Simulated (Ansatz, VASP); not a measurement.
**HfOs3W in VASP and in Ansatz**

```
Hf Os W
1.0
     4.20006    0.00000    0.00000
     0.00000    4.20006    0.00000
     0.00000    0.00000    4.20006
Hf Os W
1 3 1
Direct
  0.00000 0.00000 0.00000
  0.00000 0.50000 0.50000
  0.50000 0.50000 0.00000
  0.50000 0.00000 0.50000
  0.50000 0.50000 0.50000
```

Change from the starting cell: species swapped into the TmRh3C type (Pm-3m, No. 221).

Alike in both runs: task relaxation of cell and atoms; functional PBE; k mesh 4 × 4 × 4; occupations gaussian, width 0.1 eV; no spin polarisation.

```csv
,VASP,Ansatz
version,VASP 6.6.1,Ansatz 0.2.0
potentials or method,"VASP PAW PBE potentials, release 64 (Hf_pv, Os, W_sv)","scalar-relativistic, plane waves, PAW"
plane-wave cutoff (eV),600,420
valence electrons in the cell,48,88
```

Ansatz gave:

```
gap on the k mesh at the Fermi level, each at its own relaxed structure (eV) : none
relaxed volume (Å³/atom)                                                     : 20.56
relaxed cell length with the largest relative difference (Å)                 : 4.684
energy change over the relaxation (meV/atom)                                 : -1614
```

Which values does VASP return?

gap on the k mesh at the Fermi level, each at its own relaxed structure (eV): none; relaxed volume (Å³/atom): 20.69; relaxed cell length with the largest relative difference (Å): 4.694; energy change over the relaxation (meV/atom): -1715.

A gap of «none» marks a metal or a gap that the smearing closes. The two sets of potentials don't hold the same shells in valence.

Caveats: the k mesh is coarse (spacing up to 0.37 Å⁻¹), so the values aren't converged; the volume moved by over 15 % at a fixed basis, so the end points are rough (VASP). The runs have no spin-orbit coupling, so splittings on Hf, Os, W are missing.
